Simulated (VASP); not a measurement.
Computed with PBEsol GGA, VASP's PBE PAW potentials (set 64) (plane waves; VASP).

VASP ran on this input.

File KPOINTS:
```
K-points
0
G
  8 8 8
```

**INCAR**
```
# general
SYSTEM =LaTl
PREC   =Accurate
ENCUT  =300
LREAL  =F
LASPH  =T   # aspherical one-centre terms

# electronic loop
EDIFF  =1E-6   # SCF stop (eV)
NELM   =100   # most electronic steps
ALGO   =Normal   # blocked Davidson
LMAXMIX=6

# smearing
ISMEAR =0   # Gaussian
SIGMA  =0.1

# functional
GGA    =PS   # PBEsol

# ions
ISIF   =2

# output
LWAVE  =F
LCHARG =F
```

**POSCAR**
```
LaTl
7.944760
  0.5000000000   0.0000000000   0.0000000000
  0.0000000000   0.5000000000   0.0000000000
  0.0000000000   0.0000000000   0.5000000000
La Tl
1 1
direct
  0.0000000000   0.0000000000   0.0000000000
  0.5000000000   0.5000000000   0.5000000000
```

POTCAR, in this order: La Tl_d (PBE.64 set). Program: vasp_std.

The resulting files:

**OSZICAR**
```
       N       E                     dE             d eps       ncg     rms          rms(c)
DAV:   1     0.195502014586E+03    0.19550E+03   -0.71821E+03  1128   0.136E+03
DAV:   2     0.661272191572E+01   -0.18889E+03   -0.18602E+03  1792   0.279E+02
DAV:   3    -0.851097343811E+01   -0.15124E+02   -0.14295E+02  1752   0.116E+02
DAV:   4    -0.905787382870E+01   -0.54690E+00   -0.54470E+00  2016   0.150E+01
DAV:   5    -0.908184646793E+01   -0.23973E-01   -0.23964E-01  1448   0.292E+00    0.328E+00
DAV:   6    -0.892224240446E+01    0.15960E+00   -0.51009E-01  1624   0.509E+00    0.216E+00
DAV:   7    -0.890028891014E+01    0.21953E-01   -0.59345E-02  1544   0.193E+00    0.116E+00
DAV:   8    -0.889613081437E+01    0.41581E-02   -0.11699E-02  1680   0.762E-01    0.857E-02
DAV:   9    -0.889629480942E+01   -0.16400E-03   -0.13658E-03  2104   0.321E-01    0.589E-02
DAV:  10    -0.889639560497E+01   -0.10080E-03   -0.31753E-04  1688   0.110E-01    0.416E-02
DAV:  11    -0.889642358685E+01   -0.27982E-04   -0.17173E-04  1936   0.707E-02    0.592E-03
DAV:  12    -0.889642541453E+01   -0.18277E-05   -0.17583E-05  1920   0.246E-02    0.375E-03
DAV:  13    -0.889642546116E+01   -0.46636E-07   -0.39213E-06  1880   0.113E-02
   1 F= -.88964255E+01 E0= -.88922963E+01  d E =-.825840E-02
```

File OUTCAR:
```
------------------------ aborting loop because EDIFF is reached ----------------------------------------
  FORCE on cell =-STRESS in cart. coord.  units (eV):
  Direction    XX          YY          ZZ          XY          YZ          ZX
  --------------------------------------------------------------------------------------
  Total       -0.9398907     -0.9398907     -0.9398907      0.0000000      0.0000000     -0.0000000
  in kB      -24.0234622    -24.0234622    -24.0234622      0.0000000      0.0000000     -0.0000000
  external PRESSURE =     -24.0234622 kB  Pullay stress =       0.0000000 kB
  volume of cell :       62.68
      direct lattice vectors                 reciprocal lattice vectors
     3.972380000  0.000000000  0.000000000     0.251738253  0.000000000  0.000000000
     0.000000000  3.972380000  0.000000000     0.000000000  0.251738253  0.000000000
     0.000000000  0.000000000  3.972380000     0.000000000  0.000000000  0.251738253
 POSITION                                       TOTAL-FORCE (eV/Angst)
 -----------------------------------------------------------------------------------
      0.00000      0.00000      0.00000         0.000000      0.000000      0.000000
      1.98619      1.98619      1.98619         0.000000      0.000000      0.000000
 -----------------------------------------------------------------------------------
    total drift:                                0.000000      0.000000     -0.000000
  FREE ENERGIE OF THE ION-ELECTRON SYSTEM (eV)
  ---------------------------------------------------
  free  energy   TOTEN  =        -8.8964254612 eV

  energy  without entropy=       -8.8881670598  energy(sigma->0) =       -8.89229626
```
(Selected blocks of OUTCAR.)

At this cut-off the stress carries a Pulay error, which pulls relaxed volumes low.

The structure comes from a computed database's LaTl entry (Pm-3m); how it stands against other phases isn't given here. The cell was not relaxed at this level.
